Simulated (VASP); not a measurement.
The system is In3P4.

```
In P
1.0
     5.02410    0.00000    0.00000
     0.00000    5.02410    0.00000
     0.00000    0.00000    5.02410
In P
3 4
Cartesian
  2.5121 2.5121 0.0000
  0.0000 2.5121 2.5121
  2.5121 0.0000 2.5121
  2.5121 2.5121 2.5121
  2.5121 0.0000 0.0000
  0.0000 2.5121 0.0000
  0.0000 0.0000 2.5121
```

The cell was built by a generator and needn't be a form met in nature.

The cell isn't the ideal one: species swapped into the W3N4 type (Pm-3m, No. 221).

| Quantity | Value |
| --- | --- |
| Program | VASP 6.6.1 |
| Task | relaxation of cell and atoms |
| Functional | PBE |
| Potentials or basis | VASP PAW PBE potentials, release 64 (In_d, P) |
| Cutoff | 600 eV |
| k mesh | 4 × 4 × 4 |
| Occupations | gaussian, width 0.1 eV |
| Spin | no spin polarisation |

At the start: pressure 26.1 GPa; volume 18.12 Å³/atom.

Question: How do energy, volume and symmetry change on relaxing?

Answer: Over 3 steps the energy falls by 312.6 meV/atom and the volume is 22.93 Å³/atom (+26.6 %); space group Pm-3m (No. 221, to 0.05 Å).

The path:
```
step  energy change (eV)  largest force (eV/Å)  pressure (GPa)  volume (Å³)
   1              0.0000                0.0000           26.08       126.82
   2             -1.4744                0.0000           -6.89       189.00
   3             -2.1883                0.0000           -0.05       160.53
```

Final structure:
```cif
data_structure
_symmetry_space_group_name_H-M 'P 1'
_symmetry_Int_Tables_number 1
_cell_length_a 5.4348
_cell_length_b 5.4348
_cell_length_c 5.4348
_cell_angle_alpha 90.000
_cell_angle_beta 90.000
_cell_angle_gamma 90.000
_cell_volume 160.53
loop_
_atom_site_label
_atom_site_type_symbol
_atom_site_fract_x
_atom_site_fract_y
_atom_site_fract_z
_atom_site_occupancy
In1 In 0.50000 0.50000 0.00000 1
In2 In 0.00000 0.50000 0.50000 1
In3 In 0.50000 0.00000 0.50000 1
P1 P 0.50000 0.50000 0.50000 1
P2 P 0.50000 0.00000 0.00000 1
P3 P 0.00000 0.50000 0.00000 1
P4 P 0.00000 0.00000 0.50000 1
```

Caveat: the volume moved by over 15 % at a fixed basis, so the end points are rough.
